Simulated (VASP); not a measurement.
VASP ran on this input.

**INCAR**
```
# general
SYSTEM    =  AlP
PREC      =  Accurate
ENCUT     =  520
LREAL     =  .FALSE.   # projection in real space or not
LASPH     =  .TRUE.   # aspherical one-centre terms

# electronic loop
EDIFF     =  1E-7   # SCF stop (eV)
NELM      =  100   # most electronic steps
ALGO      =  Normal   # blocked Davidson

# smearing
ISMEAR    =  0   # Gaussian
SIGMA     =  0.05   # width (eV)

# functional
GGA       =  MK
LUSE_VDW  =  .TRUE.
AGGAC     =  0.0
PARAM1    =  0.1234
PARAM2    =  1.0

# ions
ISIF      =  2

# output
LWAVE     =  .FALSE.
LCHARG    =  .FALSE.
```

File KPOINTS:
```
Automatic mesh
0
Gamma
8 8 8
0 0 0
```

### POSCAR
```
AlP
1
    0.0000000000     2.7715001244     2.7715001244
    2.7715001244     0.0000000000     2.7715001244
    2.7715001244     2.7715001244     0.0000000000
Al P
1 1
Direct
  0.0000000000   0.0000000000   0.0000000000
  0.2500000000   0.2500000000   0.2500000000
```

POTCAR, in this order: Al P (PBE.64 set). Program: vasp_std.

Question: Write an equivalent input for Quantum ESPRESSO's pw.x.

Answer: One equivalent input (not run):
```
&CONTROL
  calculation = 'scf'
  pseudo_dir = './pseudo'
  outdir = './out'
  tprnfor = .true.
  tstress = .true.
/
&SYSTEM
  ibrav = 0
  nat = 2
  ntyp = 2
  ecutwfc = 44
  occupations = 'smearing'
  smearing = 'gaussian'
  degauss = 0.003675
  input_dft = 'vdw-df-ob86'
/
&ELECTRONS
  conv_thr = 7.3e-09
  electron_maxstep = 100
/
ATOMIC_SPECIES
  Al 26.982 Al.upf
  P 30.974 P.upf
CELL_PARAMETERS angstrom
     0.0000000    2.7715001    2.7715001
     2.7715001    0.0000000    2.7715001
     2.7715001    2.7715001    0.0000000
ATOMIC_POSITIONS crystal
  Al   0.0000000  0.0000000  0.0000000
  P    0.2500000  0.2500000  0.2500000
K_POINTS automatic
  8 8 8 0 0 0
```
The two are equivalent in intent, not identical: the potentials are each code's own (VASP's PAW set, PseudoDojo norm-conserving files in pw.x), so ENCUT and ecutwfc are chosen apart and not converted; conv_thr bounds pw.x's estimated SCF error, while EDIFF bounds the energy change between steps.

The compound is AlP in the zinc blende structure. This cell is one point of a volume scan, at 1.03 of the reference volume.
